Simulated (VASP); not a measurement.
Level of theory: r2SCAN meta-GGA, VASP's PBE PAW potentials (set 64) (plane waves; VASP).

Input for VASP

KPOINTS_OPT:
```
k-points along high-symmetry lines
10
Line-mode
Reciprocal
  0.000000   0.000000   0.000000 ! GAMMA
  0.000000   0.500000   0.000000 ! X

  0.000000   0.500000   0.000000 ! X
  0.500000   0.500000   0.000000 ! M

  0.500000   0.500000   0.000000 ! M
  0.000000   0.000000   0.000000 ! GAMMA

  0.000000   0.000000   0.000000 ! GAMMA
  0.500000   0.500000   0.500000 ! R

  0.500000   0.500000   0.500000 ! R
  0.000000   0.500000   0.000000 ! X

  0.500000   0.500000   0.500000 ! R
  0.500000   0.500000   0.000000 ! M
```

### POSCAR
```
NbTe
1.0
  3.4164987275   0.0000000000   0.0000000000
  0.0000000000   3.4164987275   0.0000000000
  0.0000000000   0.0000000000   3.4164987275
Nb Te
1 1
Direct
  0.0000000000   0.0000000000   0.0000000000
  0.5000000000   0.5000000000   0.5000000000
```

### INCAR
```
LCHARG  =  .FALSE.
LMIXTAU  =  .TRUE.
LWAVE  =  .FALSE.
LREAL  =  .FALSE.   ! projection in real space or not
LMAXMIX  =  4   ! l cut-off of mixed one-centre charges
NELM  =  100
METAGGA  =  R2SCAN
EDIFF  =  1E-7   ! SCF stop (eV)
ALGO  =  Normal   ! blocked Davidson
SYSTEM  =  NbTe
LASPH  =  .TRUE.   ! aspherical one-centre terms
PREC  =  Accurate
ENCUT  =  400   ! plane-wave cut-off (eV)
NEDOS  =  601
ISMEAR  =  -5
ISIF  =  2
LORBIT  =  11   ! lm-projected
```

KPOINTS:
```
K-points
0
gamma
  12 12 12
0 0 0
```

POTCAR, in this order: Nb_sv Te (PBE.64 set). Program: vasp_std.

Output

OUTCAR:
```
 ion  position               nearest neighbor table
   1  0.000  0.000  0.000-   2 2.96   2 2.96   2 2.96   2 2.96   2 2.96   2 2.96   2 2.96   2 2.96
  LATTYP: Found a simple cubic cell.
 ALAT       =     3.4164987275
 Subroutine PRICEL returns:
 Original cell was already a primitive cell.
 Subroutine GETGRP returns: Found 48 space group operations
The static configuration has the point symmetry O_h .
The dynamic configuration has the point symmetry O_h .
 Subroutine INISYM returns: Found 48 space group operations
 Subroutine IBZKPT returns following result:
 Found     84 irreducible k-points:

 Following reciprocal coordinates:
            Coordinates               Weight
  0.000000  0.000000  0.000000      1.000000
  0.083333  0.000000  0.000000      6.000000
  0.166667  0.000000  0.000000      6.000000
  0.250000  0.000000  0.000000      6.000000
  0.333333  0.000000  0.000000      6.000000
  0.416667  0.000000  0.000000      6.000000
  0.500000  0.000000  0.000000      3.000000
  0.083333  0.083333  0.000000     12.000000
  0.166667  0.083333  0.000000     24.000000
  0.250000  0.083333  0.000000     24.000000
  0.333333  0.083333  0.000000     24.000000
  0.416667  0.083333  0.000000     24.000000
  0.500000  0.083333  0.000000     12.000000
  0.166667  0.166667  0.000000     12.000000
  0.250000  0.166667  0.000000     24.000000
  0.333333  0.166667  0.000000     24.000000
  0.416667  0.166667  0.000000     24.000000
  0.500000  0.166667  0.000000     12.000000
  0.250000  0.250000  0.000000     12.000000
  0.333333  0.250000  0.000000     24.000000
  0.416667  0.250000  0.000000     24.000000
  0.500000  0.250000  0.000000     12.000000
  0.333333  0.333333  0.000000     12.000000
  0.416667  0.333333  0.000000     24.000000
  0.500000  0.333333  0.000000     12.000000
  0.416667  0.416667  0.000000     12.000000
  0.500000  0.416667  0.000000     12.000000
  0.500000  0.500000  0.000000      3.000000
  0.083333  0.083333  0.083333      8.000000
  0.166667  0.083333  0.083333     24.000000
  0.250000  0.083333  0.083333     24.000000
  0.333333  0.083333  0.083333     24.000000
  0.416667  0.083333  0.083333     24.000000
  0.500000  0.083333  0.083333     12.000000
  0.166667  0.166667  0.083333     24.000000
  0.250000  0.166667  0.083333     48.000000
  0.333333  0.166667  0.083333     48.000000
  0.416667  0.166667  0.083333     48.000000
  0.500000  0.166667  0.083333     24.000000
  0.250000  0.250000  0.083333     24.000000
   k-points           NKPTS =     84   k-points in BZ     NKDIM =     84   number of bands    NBANDS=     13
   number of dos      NEDOS =    601   number of ions     NIONS =      2
   total plane-waves  NPLWV =  13824
   dimension x,y,z NGX =    24 NGY =   24 NGZ =   24
   dimension x,y,z NGXF=    48 NGYF=   48 NGZF=   48
   ions per type =               1   1
   PREC   = accura    normal or accurate (medium, high low for compatibility)
   ISTART =      0    job   : 0-new  1-cont  2-samecut
   ICHARG =      2    charge: 1-file 2-atom 10-const
   ISPIN  =      1    spin polarized calculation?
   LNONCOLLINEAR =      F non collinear calculations
   LSORBIT =      F    spin-orbit coupling
   INIWAV =      1    electr: 0-lowe 1-rand  2-diag
   ENCUT  =  400.0 eV  29.40 Ry    5.42 a.u.   5.57  5.57  5.57*2*pi/ulx,y,z
   NELM   =    100;   NELMIN=  2; NELMDL= -5     # of ELM steps
   EDIFF  = 0.1E-06   stopping-criterion for ELM
   LREAL  =      F    real-space projection
   NLSPLINE    = F    spline interpolate recip. space projectors
   LMAXMIX     =    4 max onsite mixed and CHGCAR
   VOSKOWN=      0    Vosko Wilk Nusair interpolation
...
```

**OSZICAR**
```
       N       E                     dE             d eps       ncg     rms          rms(c)
DAV:   1     0.856469892596E+02    0.85647E+02   -0.84739E+03  2200   0.114E+03
DAV:   2    -0.499522785332E+02   -0.13560E+03   -0.13317E+03  2789   0.383E+02
DAV:   3    -0.572027891057E+02   -0.72505E+01   -0.71045E+01  3554   0.708E+01
DAV:   4    -0.575057167941E+02   -0.30293E+00   -0.29994E+00  3030   0.144E+01
DAV:   5    -0.575255377693E+02   -0.19821E-01   -0.19726E-01  3733   0.309E+00    0.108E+01
DAV:   6    -0.502236403247E+02    0.73019E+01   -0.43733E+00  3451   0.254E+01    0.462E+00
DAV:   7    -0.501325478872E+02    0.91092E-01   -0.10515E+00  2697   0.906E+00    0.240E+00
DAV:   8    -0.501276050578E+02    0.49428E-02   -0.79843E-01  2643   0.854E+00    0.101E+00
DAV:   9    -0.503156183245E+02   -0.18801E+00   -0.58829E-02  2813   0.289E+00    0.469E-01
DAV:  10    -0.503919170867E+02   -0.76299E-01   -0.39503E-02  2722   0.211E+00    0.221E-01
DAV:  11    -0.504067028115E+02   -0.14786E-01   -0.53460E-03  2828   0.798E-01    0.205E-01
DAV:  12    -0.504139653789E+02   -0.72626E-02   -0.99291E-03  2524   0.903E-01    0.796E-02
DAV:  13    -0.504194571336E+02   -0.54918E-02   -0.98296E-03  2538   0.101E+00    0.741E-02
DAV:  14    -0.504205147036E+02   -0.10576E-02   -0.86517E-04  2749   0.288E-01    0.509E-02
DAV:  15    -0.504207885974E+02   -0.27389E-03   -0.88453E-05  2807   0.900E-02    0.318E-02
DAV:  16    -0.504209624624E+02   -0.17387E-03   -0.10571E-04  2829   0.103E-01    0.137E-02
DAV:  17    -0.504209807669E+02   -0.18305E-04   -0.64011E-05  2928   0.783E-02    0.410E-03
DAV:  18    -0.504209837993E+02   -0.30324E-05   -0.55082E-06  2658   0.238E-02    0.783E-03
DAV:  19    -0.504209927774E+02   -0.89781E-05   -0.55051E-06  2459   0.231E-02    0.392E-03
DAV:  20    -0.504209925348E+02    0.24262E-06   -0.44153E-07  3081   0.674E-03    0.199E-03
DAV:  21    -0.504209927227E+02   -0.18790E-06   -0.14892E-07  1523   0.495E-03    0.160E-03
DAV:  22    -0.504209926552E+02    0.67451E-07   -0.31024E-08  1332   0.262E-03
   1 F= -.50420993E+02 E0= -.50420993E+02  d E =0.000000E+00
       N       E                     dE             ncg
```

OUTCAR:
```
------------------------ aborting loop because EDIFF is reached ----------------------------------------
  FORCE on cell =-STRESS in cart. coord.  units (eV):
  Direction    XX          YY          ZZ          XY          YZ          ZX
  --------------------------------------------------------------------------------------
  Total        0.0080886      0.0080886      0.0080886      0.0000000      0.0000000     -0.0000000
  in kB        0.3249678      0.3249678      0.3249678      0.0000000      0.0000000     -0.0000000
  external PRESSURE =       0.3249678 kB  Pullay stress =       0.0000000 kB
  volume of cell :       39.88
      direct lattice vectors                 reciprocal lattice vectors
     3.416498728  0.000000000  0.000000000     0.292697314  0.000000000  0.000000000
     0.000000000  3.416498728  0.000000000     0.000000000  0.292697314  0.000000000
     0.000000000  0.000000000  3.416498728     0.000000000  0.000000000  0.292697314
 POSITION                                       TOTAL-FORCE (eV/Angst)
 -----------------------------------------------------------------------------------
      0.00000      0.00000      0.00000         0.000000      0.000000      0.000000
      1.70825      1.70825      1.70825         0.000000      0.000000      0.000000
 -----------------------------------------------------------------------------------
    total drift:                                0.000000      0.000000      0.000000
  FREE ENERGIE OF THE ION-ELECTRON SYSTEM (eV)
  ---------------------------------------------------
  free  energy   TOTEN  =       -50.4209926552 eV

  energy  without entropy=      -50.4209926552  energy(sigma->0) =      -50.42099266

 total charge

# of ion       s       p       d       tot
------------------------------------------
    1        2.129   5.972   2.512  10.614
    2        1.353   2.041   0.125   3.520
--------------------------------------------------
tot          3.483   8.014   2.637  14.134
```
(Selected blocks of OUTCAR.)

For a metal the tetrahedron method with Blöchl corrections gives inexact stress and forces.

The structure was generated: NbTe was put into the CsCl type type (Pm-3m), which need not be its known phase. It was relaxed first, which changed the volume by -34 %. The electron count is odd and the run is not spin-polarised, which forces a metal.
